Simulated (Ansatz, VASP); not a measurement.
## Sn: VASP beside Ansatz

Aim: how closely do two programs agree when they are given the same cell, functional and k mesh? The cell is taken from a series of VASP runs on this material, whose earlier steps may have relaxed, scaled or displaced it; both programs get it as it stands.

Method: plane waves, with VASP 6.6.1 beside it; band structure at PBEsol, in Ansatz 0.2.0.

## 1. Set-up

Symmetry: C2/m, No. 12, monoclinic system. The conventional cell has a = 7.920 Å, b = 4.573 Å, c = 4.573 Å, α = 90.00°, β = 125.26°, γ = 90.00°. Sn has 4 Sn at 2.79 to 2.81 Å nearest. That group holds within 0.01 Å; judged at 0.001 Å it is P-1 (No. 2).

## 2. Ansatz: band structure, PBEsol

Ansatz runs on its default PAW (the set named soft_2) files.

A single point gives forces, pressure and levels at one fixed geometry, so differences don't come from the geometry; what else differs is listed under the comparison.

File input.yaml:

```yaml
crystal:
  lattice:
    - [0.0, 3.2333428, 3.2333428]
    - [3.2333428, 0.0, 3.2333428]
    - [3.2333428, 3.2333428, 0.0]
  atoms:
    - { symbol: Sn, position: [0.000931, 0.000192, -0.00078] }
    - { symbol: Sn, position: [0.254209, 0.247952, 0.249588] }
hamiltonian:
  xc: pbesol
  pseudopotentials: { kind: paw }
kpoints:
  mp_grid: { grid: [10, 10, 10] }
  band_path:
    path:
      - [0.0, 0.0, 0.0]
      - [0.16667, 0.0, 0.16667]
      - [0.33333, 0.0, 0.33333]
      - [0.5, 0.0, 0.5]
      - [0.5, 0.08333, 0.58333]
      - [0.5, 0.18333, 0.68333]
      - [0.5, 0.25, 0.75]
      - [0.45, 0.3, 0.75]
      - [0.40833, 0.34167, 0.75]
      - [0.35, 0.35, 0.7]
      - [0.225, 0.225, 0.45]
      - [0.075, 0.075, 0.15]
      - [0.03333, 0.03333, 0.03333]
      - [0.23333, 0.23333, 0.23333]
      - [0.4, 0.4, 0.4]
      - [0.51667, 0.46667, 0.51667]
      - [0.55833, 0.38333, 0.55833]
      - [0.60833, 0.28333, 0.60833]
      - [0.60833, 0.25, 0.64167]
      - [0.55833, 0.25, 0.69167]
      - [0.51667, 0.25, 0.73333]
      - [0.5, 0.3, 0.7]
      - [0.5, 0.38333, 0.61667]
      - [0.5, 0.48333, 0.51667]
      - [0.475, 0.475, 0.55]
      - [0.425, 0.425, 0.65]
      - [0.38333, 0.38333, 0.73333]
      - [0.59167, 0.18333, 0.59167]
      - [0.55, 0.1, 0.55]
      - [0.5, 0.0, 0.5]
    npoints: 1
scf:
  occupations: { method: fermi_dirac, width: 0.05 }
  n_extra_bands: 7
output:
  forces: true
  stress: true
  eigenvalues: true
```

Launch:

```bash
> ansatz run input.yaml --threads 2 --pin off --max-ram 4608MiB --backend cpu --events-out ev --progress --plain --runs-dir out
```

Numbers of over 12 decimals in the logs are rounded to 6 here.

What it wrote:

```text
scf.n_extra_bands = 7 over 14 filled bands (N_el = 28.0): the run solves 21 bands
Engine: ansatz 0.2.0, aarch64-unknown-linux-gnu
Pseudopotentials: kind: paw
Pseudopotential: Sn, paw, valence charge 14, recommended cutoff 420 eV (normal), Sn.paw.azcp
Functional definition: PBEsol
  exchange = pbesol_x
  correlation = pbesol_c
Crystal: 2 atoms, lattice volume = 67.606 Å³
Basis set: ecut = 420 eV, 1363 PW (Γ), exchange–correlation on 64×64×64 points (8 copies of the dense FFT grid, shifted against one another)
Bands: 21, of which v1, the nominal top of the filled ones, is band 14 counted from 1 (13 counted from 0)
Symmetry: 2 space group operations
Space group: P-1 (ITA 2), of the structure as read, at distance tolerance 4.1e-5 Å
k-points: 504 of 1000
Non-local potential: Sn, projectors of the file, l = 0: 2, l = 1: 2, l = 2: 2, l = 3: 2
PAW form: soft (Blöchl's): semilocal exchange-correlation on the pseudo side does not see the compensation charge
PAW frozen core: Sn, regenerated for the run's functional, and the local potential with it (the file was generated under x = pbe(κ = 0.804, μ = 0.219515), c = pbe(β = 0.066725))
PAW one-centre angular grid: Sn, 590 points (default); XC on 64 Gauss nodes
Initial density: superposition of atomic densities (neutral atoms: chi_scale 0, normalization atom), corrected by the library's trained network
Initial wavefunctions: pseudopotential atomic-orbital guess
Functional: x = pbesol(κ = 0.804, μ = 0.123457), c = pbesol(β = 0.046)
SCF iter   1: F=—  HF=-11899.496987 eV  |F-HF|=—  |Δ(HF+E_count)|=         —  Δρ=2.36e-3  dr2=3.73e-3  ethr=1.77e-3  ⟨swp⟩=6.4  Hψ=58076  notcnv=0  defer=22
preconditioner: auto → Kerker (q_TF=auto, 2.356 Å⁻¹)  [metal: Δε(μ)=0.023 eV  Ē_g=22.044 eV  σ=0.050 eV  W_gap=0.11  n_scr=14 (ndim 8)  ℏωp=23.9 eV  f_vac=0.091  D(μ)=0.24/eV (n_scr^D=0)]
SCF iter   2: F=—  HF=-11899.494476 eV  |F-HF|=—  |Δ(HF+E_count)|=   2.51e-3  Δρ=1.56e-3  dr2=1.99e-3  ethr=1.33e-5  ⟨swp⟩=1.5  Hψ=15558  notcnv=0  defer=252
SCF iter   3: F=—  HF=-11899.494403 eV  |F-HF|=—  |Δ(HF+E_count)|=   7.29e-5  Δρ=8.16e-4  dr2=3.44e-4  ethr=7.10e-6  ⟨swp⟩=2.0  Hψ=16677  notcnv=0  defer=252
SCF iter   4: F=—  HF=-11899.494342 eV  |F-HF|=—  |Δ(HF+E_count)|=   6.05e-5  Δρ=4.16e-4  dr2=1.98e-4  ethr=1.23e-6  ⟨swp⟩=2.0  Hψ=16671  notcnv=0  defer=252
SCF iter   5: F=—  HF=-11899.494347 eV  |F-HF|=—  |Δ(HF+E_count)|=   4.63e-6  Δρ=2.10e-4  dr2=4.98e-5  ethr=7.06e-7  ⟨swp⟩=2.9  Hψ=16963  notcnv=0  defer=252
SCF iter   6: F=—  HF=-11899.494355 eV  |F-HF|=—  |Δ(HF+E_count)|=   7.56e-6  Δρ=5.86e-5  dr2=3.63e-6  ethr=1.78e-7  ⟨swp⟩=2.0  Hψ=11645  notcnv=0  defer=252
SCF iter   7: F=-11899.494356 eV  HF=-11899.494356 eV  |F-HF|=2.84e-8  |Δ(HF+E_count)|=   1.04e-6  Δρ=8.40e-6  dr2=6.42e-8  ethr=3.57e-10  ⟨swp⟩=8.2  Hψ=62856  notcnv=0
SCF 1 converged in 7 iterations: F = -11899.494356 eV  dr2 = 6.42e-8
  greatest PAW one-centre occupation: 0.991 electrons in one spin orbital (limit 2), on the Sn atom at site 1 (counted from 0), in its partial waves of l = 2
NSCF: frozen V_eff on 30 k-points
SCF converged after 7 iterations
Free energy (F): -11899.494356 eV
Harris-Foulkes:  -11899.494356 eV  (|F-HF|=2.84e-8)
Internal energy: -11899.492431 eV  (E = F + TS)
E sigma→0 (E₀):  -11899.493393 eV
Entropy (-TS):   -0.001925 eV (-0.963 meV/atom)
Fermi energy:    7.794204 eV
--- Per-component energies (eV) ---
  E_band       = -247.955670
  E_kinetic    = 375.944064
  E_local      = -2291.455081  (includes V_loc(G=0)·N_el)
  E_nonlocal   = -60.311505
  E_hartree    = 1317.725396
  E_xc         = -757.713230
  E_vxc        = -193.138770  (∫ρ·V_xc dr)
  E_paw        = -8133.245534  (= ΣΔE_a)
  E_vpaw       = -714.459581  (= ΣTr[D̂ρ^β])
  E_aug_tail   = -0.000001  (compensation charges beyond the density's cutoff)
  E_ewald      = -2351.006219
  E_core_change = 0.569680  (= ΣΔE_core)
  E_smearing   = -0.001925  (= −TS)
  E_closure    = -0.000000  (closes the sum)
  Σ components = -11899.494356   (vs F -11899.494356, Δ=0.00e0)
--- Forces (eV/Å), atoms counted from 1 ---
  atom   1  Sn    -0.04752438     0.09119407     0.02750504
  atom   2  Sn     0.04752438    -0.09119407    -0.02750504
  max |Σ_I F_I| component: 0.00e0 eV/Å
--- Stress (GPa, compression-positive) ---
        1.537309      -0.079888      -0.272284
       -0.079888       1.536265       0.140817
       -0.272284       0.140817       1.537564
  P = ⅓ Tr σ = 1.5370 GPa (15.370 kbar)
--- Band table (eV; the first three rows and the last of 504) ---
  k-point 0: bands = [... 10 lower, -2.8909, 7.1927, 7.8500, 7.9067, 7.9372, 9.9292, 9.9548, 10.0027, ... 3 higher]
  k-point 1: bands = [... 10 lower, -2.7927, 6.0176, 7.6678, 7.7330, 8.3862, 10.1867, 10.2427, 10.4013, ... 3 higher]
  k-point 2: bands = [... 10 lower, -2.5042, 4.4791, 7.2878, 7.3470, 8.2810, 10.6543, 10.7192, 11.6012, ... 3 higher]
  k-point 503: bands = [... 10 lower, -1.2498, 1.4697, 6.6468, 6.7015, 7.7590, 10.9840, 11.0617, 13.3227, ... 3 higher]
```

Wall time 27 s (2 threads of Arm Neoverse V1, shared host); peak memory 0.73 GiB; 54 s of CPU time.

## 3. VASP: band structure, PBEsol

The same cell, functional, mesh and smearing now go to VASP, with its own data sets and cutoff.

Lines of VASP's logs that name or quote its potential files are left out, and so is its time.

File INCAR:

```
SYSTEM = Sn
PREC = Accurate
ENCUT = 400
EDIFF = 1E-06
NELM = 100
ISMEAR = -1
SIGMA = 0.05
LREAL = .FALSE.
ALGO = Normal
GGA = PS
NBANDS = 26
LORBIT = 11
LWAVE = .FALSE.
LCHARG = .FALSE.
KPAR = 2
```

File POSCAR:

```
Sn
1.0
    0.0000000000      3.2333428000      3.2333428000
    3.2333428000      0.0000000000      3.2333428000
    3.2333428000      3.2333428000      0.0000000000
Sn
2
Direct
    0.0009310000      0.0001920000     -0.0007800000
    0.2542090000      0.2479520000      0.2495880000
```

File KPOINTS:

```
Automatic mesh
0
Gamma
10 10 10
0 0 0
```

File KPOINTS_OPT:

```
Line mode
16
Line-mode
Reciprocal
  0.00000000   0.00000000   0.00000000 GAMMA
  0.50000000   0.00000000   0.50000000 X

  0.50000000   0.00000000   0.50000000 X
  0.50000000   0.25000000   0.75000000 W

  0.50000000   0.25000000   0.75000000 W
  0.37500000   0.37500000   0.75000000 K

  0.37500000   0.37500000   0.75000000 K
  0.00000000   0.00000000   0.00000000 GAMMA

  0.00000000   0.00000000   0.00000000 GAMMA
  0.50000000   0.50000000   0.50000000 L

  0.50000000   0.50000000   0.50000000 L
  0.62500000   0.25000000   0.62500000 U

  0.62500000   0.25000000   0.62500000 U
  0.50000000   0.25000000   0.75000000 W

  0.50000000   0.25000000   0.75000000 W
  0.50000000   0.50000000   0.50000000 L

  0.50000000   0.50000000   0.50000000 L
  0.37500000   0.37500000   0.75000000 K

  0.62500000   0.25000000   0.62500000 U
  0.50000000   0.00000000   0.50000000 X
```

PAW data sets: Sn_d (PBE family, release 64).

Launch:

```bash
> mpirun -np 2 vasp_std
```

What it wrote:

```text
[banner, memory and clock lines left out]
running    2 mpi-ranks, on    1 nodes
 distrk:  each k-point on    1 cores,    2 groups
 distr:  one band on    1 cores,    1 groups

 POSCAR found type information on POSCAR Sn
 POSCAR found :  1 types and       2 ions
|                                                                             |
|               ----> ADVICE to this user running VASP <----                  |
|                                                                             |
|     You enforced a specific xc type in the INCAR file but a different       |
|     [... a line on the potential file left out ...]
|     I HOPE YOU KNOW WHAT YOU ARE DOING!                                     |
|                                                                             |

 LDA part: xc-table for (Slater+PW92), standard interpolation
 POSCAR, INCAR and KPOINTS ok, starting setup
 FFT: planning ... GRIDC
 FFT: planning ... GRID_SOFT
 FFT: planning ... GRID
 WAVECAR not read
 entering main loop
       N       E                     dE             d eps       ncg     rms          rms(c)
DAV:   1     0.222946959978E+03    0.22295E+03   -0.11800E+04 27614   0.133E+03
DAV:   2     0.191519462294E+02   -0.20380E+03   -0.19693E+03 26728   0.363E+02
DAV:   3    -0.763459450817E+01   -0.26787E+02   -0.26617E+02 30938   0.116E+02
DAV:   4    -0.853019238464E+01   -0.89560E+00   -0.89496E+00 30432   0.240E+01
DAV:   5    -0.856112466711E+01   -0.30932E-01   -0.30931E-01 38788   0.409E+00    0.333E+00
DAV:   6    -0.848656704602E+01    0.74558E-01   -0.34195E-02 36244   0.215E+00    0.189E+00
DAV:   7    -0.845092211987E+01    0.35645E-01   -0.45923E-02 36000   0.207E+00    0.167E-01
DAV:   8    -0.845186177569E+01   -0.93966E-03   -0.65704E-03 30744   0.741E-01    0.553E-02
DAV:   9    -0.845212343887E+01   -0.26166E-03   -0.38162E-04 29498   0.143E-01    0.143E-02
DAV:  10    -0.845213133348E+01   -0.78946E-05   -0.22540E-05 35414   0.312E-02    0.638E-03
DAV:  11    -0.845213318776E+01   -0.18543E-05   -0.30784E-06 24706   0.113E-02    0.101E-03
DAV:  12    -0.845213301687E+01    0.17089E-06   -0.35467E-07 18902   0.758E-03
   1 F= -.84521330E+01 E0= -.84511699E+01  d E =-.192615E-02
 Start KPOINTS_OPT (optional k-point list driver)
k-point batch [1-160\160]
       N       E                     dE             ncg
DAV:   1     0.552356859423E+04   -0.11574E+06     8726
DAV:   2    -0.270136951492E+05   -0.32537E+05     8536
DAV:   3    -0.312279595055E+05   -0.42143E+04     9902
DAV:   4    -0.313668392904E+05   -0.13888E+03     9552
DAV:   5    -0.313717665324E+05   -0.49272E+01    12268
DAV:   6    -0.313718324858E+05   -0.65953E-01    10198
DAV:   7    -0.313718343890E+05   -0.19032E-02    12438
DAV:   8    -0.313718344053E+05   -0.16314E-04     7394
DAV:   9    -0.313718344076E+05   -0.22977E-05     6554
DAV:  10    -0.313718344084E+05   -0.79398E-06     5518
```

OUTCAR, selected parts (step 3):

```text
ion  position               nearest neighbor table
   1  0.001  0.000  0.999-   2 2.79   2 2.80   2 2.81   2 2.81
   2  0.254  0.248  0.250-   1 2.79   1 2.80   1 2.81   1 2.81

  LATTYP: Found a face centered cubic cell.
 ALAT       =     6.4666856000

 Subroutine GETGRP returns: Found  2 space group operations
 (whereof  1 operations were pure point group operations)

The static configuration has the point symmetry C_1 .
 The point group associated with its full space group is S_2 .

 Found    504 irreducible k-points:

   k-points           NKPTS =    504   k-points in BZ     NKDIM =    504   number of bands    NBANDS=     26

   dimension x,y,z NGX =    30 NGY =   30 NGZ =   30
   dimension x,y,z NGXF=    60 NGYF=   60 NGZF=   60

   ENCUT  =  400.0 eV  29.40 Ry    5.42 a.u.   7.46  7.46  7.46*2*pi/ulx,y,z

   NELECT =      28.0000    total number of electrons

 k-points in reciprocal lattice and weights: Automatic mesh
   0.00000000  0.00000000  0.00000000       0.001
   0.10000000  0.00000000  0.00000000       0.002
   0.00000000  0.10000000  0.00000000       0.002
   0.00000000  0.00000000  0.10000000       0.002
   0.10000000  0.10000000  0.10000000       0.002
   0.20000000  0.00000000  0.00000000       0.002
   0.00000000  0.20000000  0.00000000       0.002
   0.00000000  0.00000000  0.20000000       0.002
   0.20000000  0.20000000  0.20000000       0.002
[...]
-0.30000000  0.20000000  0.50000000       0.002
   0.20000000  0.50000000 -0.30000000       0.002

 average (electrostatic) potential at core
       1-101.2176       2-101.2176

 E-fermi :   5.5839

 k-point     1 :       0.0000    0.0000    0.0000
  band No.  band energies     occupation
    ...
      8     -15.6340      2.00000
      9     -15.6263      2.00000
     10     -15.6263      2.00000
     11      -5.1022      2.00000
     12       4.9820      1.99999
     13       5.6398      0.49318
     14       5.6966      0.19009
     15       5.7272      0.10784
     16       7.7191      0.00000
     17       7.7448      0.00000
    ...

 k-point     2 :       0.1000    0.0000    0.0000
  band No.  band energies     occupation
    ...
     10     -15.6102      2.00000
     11      -5.0036      2.00000
     12       3.7867      2.00000
     13       5.4911      1.72971
     14       5.5202      1.56320
     15       6.1772      0.00001
     16       7.9817      0.00000
     17       8.0074      0.00000
     18       8.1994      0.00000
     19      11.0030      0.00000
    ...

 k-point     3 :       0.0000    0.1000    0.0000
  band No.  band energies     occupation
    ...
     10     -15.6101      2.00000
     11      -5.0044      2.00000
     12       3.8257      2.00000
     13       5.4502      1.87109
     14       5.5025      1.67179
     15       6.1738      0.00002
     16       7.9920      0.00000
     17       8.0382      0.00000
     18       8.1812      0.00000
     19      10.9987      0.00000
    ...

  Total        0.6189152      0.6184282      0.6190151     -0.0333248      0.0591036     -0.1144355
  in kB       14.6675138     14.6559715     14.6698794     -0.7897548      1.4006814     -2.7119774
  external PRESSURE =      14.6644549 kB  Pullay stress =       0.0000000 kB

  energy-cutoff  :      400.00
  volume of cell :       67.61
      direct lattice vectors                 reciprocal lattice vectors
     0.000000000  3.233342800  3.233342800    -0.154638723  0.154638723  0.154638723
     3.233342800  0.000000000  3.233342800     0.154638723 -0.154638723  0.154638723
     3.233342800  3.233342800  0.000000000     0.154638723  0.154638723 -0.154638723

 POSITION                                       TOTAL-FORCE (eV/Angst)
 -----------------------------------------------------------------------------------
      3.23144      3.23383      0.00363        -0.047597      0.091304      0.027540
      1.60872      1.62895      1.62366         0.047597     -0.091304     -0.027540
 -----------------------------------------------------------------------------------
    total drift:                                0.000070     -0.000090     -0.000082

  FREE ENERGIE OF THE ION-ELECTRON SYSTEM (eV)
  ---------------------------------------------------
  free  energy   TOTEN  =        -8.4521330169 eV

  energy  without entropy=       -8.4502068635  energy(sigma->0) =       -8.45116994

 total charge
# of ion       s       p       d       tot
------------------------------------------
    1        1.161   1.224   9.972  12.357
    2        1.161   1.224   9.972  12.357
--------------------------------------------------
tot          2.322   2.448  19.944  24.714

[... 3 further parts left out ...]
```

The run ends at a pressure of 1.47 GPa, with forces up to 0.11 eV/Å.

## 4. Comparison

Known differences besides the potentials themselves: the cutoff is 420 eV in Ansatz and 400 eV in VASP; Ansatz makes its cores anew for this functional, VASP keeps those of its PBE data sets; VASP leaves aspherical gradient terms in its spheres out (LASPH is not set), Ansatz keeps them. Total energies have different zeros and are not compared.

The two programs side by side:

```tsv
quantity	Ansatz	VASP	difference
pressure (GPa)	1.54	1.47	+0.07
```

Forces (eV/Å; atoms numbered as in POSCAR):

```tsv
atom	Ansatz x, y, z	VASP x, y, z
Sn1	-0.048, 0.091, 0.028	-0.048, 0.091, 0.028
Sn2	0.048, -0.091, -0.028	0.048, -0.091, -0.028
```

The forces differ by 0.1 meV/Å r.m.s., which is 0.1 % of the r.m.s. force of 0.06 eV/Å (both taken over all components). Levels from 3 eV below to 2 eV above the Fermi level differ by 0 meV r.m.s. and 1 meV at most; each VASP level is matched to the nearest of Ansatz, which flatters the figure a little. Ansatz's pressure holds a Pulay correction of 0.03 GPa; VASP's holds none.

## 5. Outcome

| Property | Result |
| --- | --- |
| r.m.s. difference of levels near the Fermi level (band structure, PBEsol) | 0.24 meV |

In words: The r.m.s. difference of levels near the Fermi level is 0.24 meV (band structure, PBEsol), within the 80 meV picked in this series as the mark of a large difference. Such differences can come from data sets, numerical settings and the points named under the comparisons, not from the functional's error against experiment.

[Lines on the potential files, build, host, timing and source positions are cut from VASP's logs without a mark.]

[Logs are printed without paths, hosts, clocks, repeated set-up lines and the standing remarks that a program may print on its own settings, such as how far it seeks lower states.]

[Hosts, paths, dates, database ids (printed as entryN), source tags and the programs' standing remarks are cut or masked in the printed files.]
